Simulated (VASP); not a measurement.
Given:

```
CuZn
1.0
    2.96237     0.00000     0.00000
    0.00000     2.96237     0.00000
    0.00000     0.00000     2.96237
Zn Cu
1 1
Direct
  0.50000   0.50000   0.50000
  0.00000   0.00000   0.00000
```

These are optB88-vdW, VASP's PBE PAW potentials (set 64) (plane waves; VASP) values and carry that method's errors. Settings: 520 eV cut-off, 14×14×14 Γ-centred mesh, tetrahedra with Blöchl corrections, potentials Zn Cu.

Q: Predict the energy per atom (σ→0), band gap (on the k-mesh) with the smallest direct gap where there is one.

A: 
| Item | Result |
|---|---|
| band gap (on the k-mesh) | none (metal, semimetal or under 0.01 eV) |
| energy per atom (σ→0) | 0.601 eV/atom |

Total energies compare only between runs with the same potentials, cut-off and functional.

The compound is CuZn in the CsCl type structure. It was relaxed first. The electron count is odd and the run is not spin-polarised, which forces a metal.
